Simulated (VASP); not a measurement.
Calculation: PBE GGA, VASP's PBE PAW potentials (set 64) (plane waves; VASP 6.6.1).

Input for VASP

POSCAR:
```
Bi
1
    4.1658200000    -2.2750000000     0.0000000000
    4.1658200000     2.2750000000     0.0000000000
    2.9234170000     0.0000000000     3.7394270000
Bi
2
Direct
  0.2340000000   0.2340000000   0.2340000000
  0.7660000000   0.7660000000   0.7660000000
```

File KPOINTS:
```
Regular mesh
0
Gamma
15 15 15
```

INCAR:
```
SYSTEM = Bi
PREC = Accurate
ENCUT = 400
EDIFF = 1E-6
NELM = 100
ALGO = Normal
LREAL = .FALSE.
LASPH = .TRUE.
ISMEAR = 1
SIGMA = 0.1
GGA = PE
LMAXMIX = 4
LWAVE = .FALSE.
LCHARG = .FALSE.
ISIF = 2
```

POTCAR, in this order: Bi_d (PBE.64 set). Program: vasp_std.

The resulting files:

File OSZICAR:
```
       N       E                     dE             d eps       ncg     rms          rms(c)
DAV:   1     0.274087627830E+03    0.27409E+03   -0.14684E+04 13110   0.160E+03
DAV:   2     0.142207293296E+02   -0.25987E+03   -0.25600E+03 13192   0.419E+02
DAV:   3    -0.702724002429E+01   -0.21248E+02   -0.20930E+02 15224   0.146E+02
DAV:   4    -0.772406842335E+01   -0.69683E+00   -0.69543E+00 14411   0.295E+01
DAV:   5    -0.775869136082E+01   -0.34623E-01   -0.34622E-01 17786   0.573E+00    0.106E+00
DAV:   6    -0.775663259967E+01    0.20588E-02   -0.17686E-02 16091   0.152E+00    0.640E-01
DAV:   7    -0.775667577797E+01   -0.43178E-04   -0.12266E-02 15070   0.140E+00    0.109E-01
DAV:   8    -0.775686797412E+01   -0.19220E-03   -0.14564E-03 14142   0.475E-01    0.230E-02
DAV:   9    -0.775689055531E+01   -0.22581E-04   -0.57411E-05 17159   0.642E-02    0.952E-03
DAV:  10    -0.775688897368E+01    0.15816E-05   -0.70963E-06 11268   0.256E-02    0.171E-03
DAV:  11    -0.775688945240E+01   -0.47872E-06   -0.71135E-07  8314   0.849E-03
   1 F= -.77568895E+01 E0= -.77569729E+01  d E =0.250356E-03
```

**OUTCAR**
```
------------------------ aborting loop because EDIFF is reached ----------------------------------------
  FORCE on cell =-STRESS in cart. coord.  units (eV):
  Direction    XX          YY          ZZ          XY          YZ          ZX
  --------------------------------------------------------------------------------------
  Total        0.7459645      0.6782283      0.6857056      0.0000000      0.0000000      0.0225049
  in kB       16.8621044     15.3309661     15.4999860      0.0000000      0.0000000      0.5087096
  external PRESSURE =      15.8976855 kB  Pullay stress =       0.0000000 kB
  volume of cell :       70.88
      direct lattice vectors                 reciprocal lattice vectors
     4.165820000 -2.275000000  0.000000000     0.120024389 -0.219780220 -0.093832916
     4.165820000  2.275000000  0.000000000     0.120024389  0.219780220 -0.093832916
     2.923417000  0.000000000  3.739427000     0.000000000  0.000000000  0.267420650
 POSITION                                       TOTAL-FORCE (eV/Angst)
 -----------------------------------------------------------------------------------
      2.63368      0.00000      0.87503         0.173037      0.000000      0.057490
      8.62137      0.00000      2.86440        -0.173037      0.000000     -0.057490
 -----------------------------------------------------------------------------------
    total drift:                               -0.000000     -0.000000     -0.000000
  FREE ENERGIE OF THE ION-ELECTRON SYSTEM (eV)
  ---------------------------------------------------
  free  energy   TOTEN  =        -7.7568894524 eV

  energy  without entropy=       -7.7571398088  energy(sigma->0) =       -7.75697290
```
(Selected blocks of OUTCAR.)

The compound is Bi in the a7 structure. The cell was not relaxed at this level. The run is one of a series of settings (KPOINTS 15×15×15 Γ-centred mesh against the base run), some of them coarse on purpose.
